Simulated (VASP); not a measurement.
An input for Ansatz (written as the equivalent of a VASP run, and not itself run):

Ansatz 0.2 input:
```yaml
crystal:
  lattice:
    - [0.0000000, 2.9700000, 2.9700000]
    - [2.9700000, 0.0000000, 2.9700000]
    - [2.9700000, 2.9700000, 0.0000000]
  atoms:
    - { symbol: Pb, position: [0.0000000, 0.0000000, 0.0000000] }
    - { symbol: S, position: [0.5000000, 0.5000000, 0.5000000] }
kpoints:
  mp_grid: { grid: [7, 7, 7] }
hamiltonian:
  xc: pbe
  pseudopotentials: { kind: paw }
scf:
  occupations: { method: gaussian, width: 0.05 }
  max_iter: 100
output: { forces: true, stress: true, eigenvalues: true }
```

Q: Write the VASP files for the same calculation (PBE).

A: One answer among several that fit: 
**POSCAR**
```
PbS
2.970
  0.0000000000   1.0000000000   1.0000000000
  1.0000000000   0.0000000000   1.0000000000
  1.0000000000   1.0000000000   0.0000000000
Pb S
1 1
Direct
  0.0000000000   0.0000000000   0.0000000000
  0.5000000000   0.5000000000   0.5000000000
```

KPOINTS:
```
K-points
0
Gamma
 7 7 7
0 0 0
```

**INCAR**
```
ALGO = Normal
EDIFF = 1E-6
ENCUT = 400
GGA = PE
ISIF = 2
ISMEAR = 0
LASPH = .TRUE.
LCHARG = .FALSE.
LMAXMIX = 4
LREAL = .FALSE.
LWAVE = .FALSE.
NBANDS = 18
NELM = 100
PREC = Accurate
SIGMA = 0.05
SYSTEM = PbS
```

POTCAR, in this order: Pb_d S (PBE.64 set). Program: vasp_std.

Limits of the translation: each code has its own PAW files, so the cut-off isn't converted (ENCUT is set for VASP's; basis.ecutwfc is left out, and Ansatz then takes the one that its files recommend); Ansatz stops its SCF on the density residual and VASP on the energy change (EDIFF); the number of bands isn't carried over, since the valence differs with the files.

The compound is PbS in the rock salt structure. The cell was not relaxed at this level. The run is one of a series of settings (NBANDS = 18 against the base run), some of them coarse on purpose.
